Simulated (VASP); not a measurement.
Consider the following.

```yaml
crystal:
  lattice:
    - [0.00000, 2.25585, 2.25585]
    - [2.25585, 0.00000, 2.25585]
    - [2.25585, 2.25585, 0.00000]
  atoms:
    - { symbol: Hf, position: [0.00000, 0.00000, 0.00000] }
    - { symbol: N, position: [0.50000, 0.50000, 0.50000] }
```

Level of theory: r2SCAN meta-GGA, VASP's PBE PAW potentials (set 64) (plane waves; VASP). Run with 600 eV cut-off, 14×14×14 Γ-centred mesh, first-order Methfessel-Paxton smearing of 0.10 eV, potentials Hf_pv N.

Each relaxation starts from this cell; other phases were not tried.

Question: The cell is relaxed at 2 GPa. What happens?

Answer: The volume per atom goes from 11.48 to 11.40 Å³ (-0.7 %), and the cell becomes a = 4.502 Å, b = 4.502 Å, c = 4.502 Å, α = 90.00°, β = 90.00°, γ = 90.00°, space group Fm-3m.

Question: The cell is relaxed at 10 GPa. What happens?

Answer: The volume per atom goes from 11.48 to 11.12 Å³ (-3.2 %), and the cell becomes a = 4.464 Å, b = 4.464 Å, c = 4.464 Å, α = 90.00°, β = 90.00°, γ = 90.00°, space group Fm-3m.

Failed runs are left out, and for metals the shear rows, which the mesh's noise covers.

The compound is HfN in the rock salt structure. The electron count is odd and the run is not spin-polarised, which forces a metal.
